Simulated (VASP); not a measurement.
Computed with PBEsol GGA, VASP's PBE PAW potentials (set 64) (plane waves; VASP).

VASP input:

**KPOINTS**
```
Automatic
0
gamma
16 16 16
0 0 0
```

File POSCAR:
```
Au
1
    0.0000000000     1.9817751583     1.9817751583
    1.9817751583    -0.0000000000     1.9817751583
    1.9817751583     1.9817751583    -0.0000000000
Au
1
Direct
  0.0000000000   0.0000000000   0.0000000000
```

**INCAR**
```
LMAXMIX=6
EDIFFG=-0.02   ! ionic stop
NSW=40   ! most ionic steps
ISIF=3   ! ions, shape and volume
LWAVE=.FALSE.
LCHARG=.FALSE.
IBRION=2   ! conjugate gradients
ISMEAR=1
ALGO=Normal   ! blocked Davidson
LASPH=.TRUE.
EDIFF=1E-6   ! SCF stop (eV)
LREAL=.FALSE.
PSTRESS=200   ! kbar
GGA=PS
PREC=Accurate
ENCUT=500   ! plane-wave cut-off (eV)
SIGMA=0.1
NELM=100
SYSTEM=Au
```

POTCAR, in this order: Au (PBE.64 set). Program: vasp_std.

What VASP printed:

File OUTCAR:
```
 ion  position               nearest neighbor table
   1  0.000  0.000  0.000-
  LATTYP: Found a face centered cubic cell.
 ALAT       =     3.9635503166
 Subroutine PRICEL returns:
 Original cell was already a primitive cell.
 Subroutine GETGRP returns: Found 48 space group operations
The static configuration has the point symmetry O_h .
The dynamic configuration has the point symmetry O_h .
 Subroutine INISYM returns: Found 48 space group operations
 Subroutine IBZKPT returns following result:
 Found    145 irreducible k-points:

 Following reciprocal coordinates:
            Coordinates               Weight
  0.000000  0.000000  0.000000      1.000000
  0.062500  0.000000  0.000000      8.000000
  0.125000  0.000000  0.000000      8.000000
  0.187500  0.000000  0.000000      8.000000
  0.250000  0.000000  0.000000      8.000000
  0.312500  0.000000  0.000000      8.000000
  0.375000  0.000000  0.000000      8.000000
  0.437500  0.000000  0.000000      8.000000
  0.500000  0.000000  0.000000      4.000000
  0.062500  0.062500  0.000000      6.000000
...
```

**OSZICAR**
```
       N       E                     dE             d eps       ncg     rms          rms(c)
DAV:   1     0.399902234917E+02    0.39990E+02   -0.57035E+03  2890   0.106E+03
DAV:   2    -0.385714040159E+01   -0.43847E+02   -0.41691E+02  2706   0.198E+02
DAV:   3    -0.417269445291E+01   -0.31555E+00   -0.31538E+00  3089   0.178E+01
DAV:   4    -0.417344663560E+01   -0.75218E-03   -0.75217E-03  2940   0.913E-01
DAV:   5    -0.417345102151E+01   -0.43859E-05   -0.43850E-05  3042   0.674E-02    0.128E+01
DAV:   6    -0.387652584221E+01    0.29693E+00   -0.85425E-01  2669   0.924E+00    0.764E+00
DAV:   7    -0.384558842511E+01    0.30937E-01   -0.12252E-01  2772   0.341E+00    0.303E+00
DAV:   8    -0.384204814682E+01    0.35403E-02   -0.42514E-03  2727   0.752E-01    0.298E-01
DAV:   9    -0.384203899863E+01    0.91482E-05   -0.10826E-05  2877   0.397E-02    0.858E-03
DAV:  10    -0.384204214748E+01   -0.31488E-05   -0.10737E-06  2764   0.968E-03    0.949E-04
DAV:  11    -0.384204219687E+01   -0.49390E-07   -0.34567E-08  1337   0.200E-03
   1 F= -.18988644E+01 E0= -.18987935E+01  d E =-.189886E+01
```

File OUTCAR:
```
------------------------ aborting loop because EDIFF is reached ----------------------------------------
  FORCE on cell =-STRESS in cart. coord.  units (eV):
  Direction    XX          YY          ZZ          XY          YZ          ZX
  --------------------------------------------------------------------------------------
  Total        1.9374534      1.9374534      1.9374534     -0.0000000      0.0000000      0.0000000
  in kB      199.4108173    199.4108173    199.4108173     -0.0000000      0.0000000      0.0000000
  external PRESSURE =      -0.5891827 kB  Pullay stress =     200.0000000 kB
  volume of cell :       15.57
      direct lattice vectors                 reciprocal lattice vectors
     0.000000000  1.981775158  1.981775158    -0.252299055  0.252299055  0.252299055
     1.981775158  0.000000000  1.981775158     0.252299055 -0.252299055  0.252299055
     1.981775158  1.981775158  0.000000000     0.252299055  0.252299055 -0.252299055
 POSITION                                       TOTAL-FORCE (eV/Angst)
 -----------------------------------------------------------------------------------
      0.00000      0.00000      0.00000         0.000000      0.000000      0.000000
 -----------------------------------------------------------------------------------
    total drift:                                0.000000      0.000000      0.000000
  FREE ENERGIE OF THE ION-ELECTRON SYSTEM (eV)
  ---------------------------------------------------
  free  energy   TOTEN  =        -3.8420421969 eV

  energy  without entropy=       -3.8418297400  energy(sigma->0) =       -3.84197138
  enthalpy is  TOTEN    =        -1.8988643551 eV   P V=        1.9431778417

 reached required accuracy - stopping structural energy minimisation
```
(Selected blocks of OUTCAR.)

File OUTCAR:
```
 val. band max:       10.8219809724   @ k =   0.5000   0.2500   0.1250

 cond. band min:      10.9243283889   @ k =   0.5000   0.1875   0.0625


 Fermi energy:        10.9026588408

 k-point     1 :       0.0000    0.0000    0.0000
  band No.  band energies     occupation
      1      -0.0563      2.00000
      2       5.6704      2.00000
      3       5.6704      2.00000
      4       5.6704      2.00000
      5       7.4636      2.00000
      6       7.4636      2.00000
      7      25.2024      0.00000
      8      29.7230      0.00000
      9      29.7230      0.00000

 k-point     2 :       0.0625    0.0000    0.0000
  band No.  band energies     occupation
      1       0.0921      2.00000
      2       5.6157      2.00000
      3       5.7248      2.00000
      4       5.7248      2.00000
      5       7.4370      2.00000
      6       7.4370      2.00000
      7      25.4020      0.00000
      8      28.8464      0.00000
      9      29.9240      0.00000

 k-point     3 :       0.1250    0.0000    0.0000
  band No.  band energies     occupation
      1       0.5210      2.00000
      2       5.4833      2.00000
      3       5.8605      2.00000
      4       5.8605      2.00000
      5       7.3891      2.00000
      6       7.3891      2.00000
      7      25.8795      0.00000
      8      27.1078      0.00000
      9      30.4945      0.00000

 k-point     4 :       0.1875    0.0000    0.0000
  band No.  band energies     occupation
      1       1.1685      2.00000
      2       5.3717      2.00000
      3       5.9866      2.00000
      4       5.9866      2.00000
      5       7.4200      2.00000
      6       7.4200      2.00000
      7      24.8799      0.00000
      8      26.5526      0.00000
      9      31.3073      0.00000

 k-point     5 :       0.2500    0.0000    0.0000
  band No.  band energies     occupation
      1       1.8831      2.00000
      2       5.4701      2.00000
      3       5.9931      2.00000
...
```

Unless said otherwise, spin-orbit coupling is left out, though it shifts the bands of the heavy elements here.

The compound is Au in the fcc structure. It was relaxed first under an external pressure of 20 GPa.
